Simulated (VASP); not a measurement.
OSZICAR of a VASP run on C (graphite):

### OSZICAR
```
       N       E                     dE             d eps       ncg     rms          rms(c)
DAV:   1     0.465194860417E+02    0.46519E+02   -0.83506E+03   576   0.123E+03
DAV:   2    -0.358523722717E+02   -0.82372E+02   -0.76431E+02   852   0.227E+02
DAV:   3    -0.391412287226E+02   -0.32889E+01   -0.32637E+01   740   0.459E+01
DAV:   4    -0.391778709791E+02   -0.36642E-01   -0.36613E-01   720   0.571E+00
DAV:   5    -0.391786417824E+02   -0.77080E-03   -0.77064E-03   700   0.786E-01    0.891E+00
DAV:   6    -0.373885674431E+02    0.17901E+01   -0.17692E+00   684   0.924E+00    0.522E+00
DAV:   7    -0.368199665441E+02    0.56860E+00   -0.19561E+00   648   0.982E+00    0.140E+00
DAV:   8    -0.368271812359E+02   -0.72147E-02   -0.59464E-02   656   0.167E+00    0.104E-01
DAV:   9    -0.368271180485E+02    0.63187E-04   -0.10554E-03   728   0.276E-01    0.576E-02
DAV:  10    -0.368273022023E+02   -0.18415E-03   -0.19493E-04   688   0.122E-01    0.219E-02
DAV:  11    -0.368273090403E+02   -0.68380E-05   -0.79248E-06   720   0.245E-02    0.460E-03
DAV:  12    -0.368273098791E+02   -0.83887E-06   -0.66112E-07   508   0.764E-03
   1 F= -.37452531E+02 E0= -.37451872E+02  d E =-.374525E+02
```

Problem. Which electronic solver shows in the log?

Solution. It is blocked Davidson (ALGO = Normal, or the opening steps of other solvers). The INCAR had ALGO = Normal.

Problem. Can the final energy be trusted as converged?

Solution. The calculation finished and met its thresholds. It stopped with EDIFF = 1E-6, NELM = 100, NSW = 60 and EDIFFG = -0.02 after 1 ionic step (PBE GGA with D3 dispersion (Becke-Johnson damping), plane waves, VASP's PBE PAW potentials (set 64)).

The compound is C in the graphite structure. It was relaxed first. The k-mesh is coarse (spacing up to 0.33 per Å, 2π included), so the numbers may not be converged in it. The start is the result of an earlier pass.
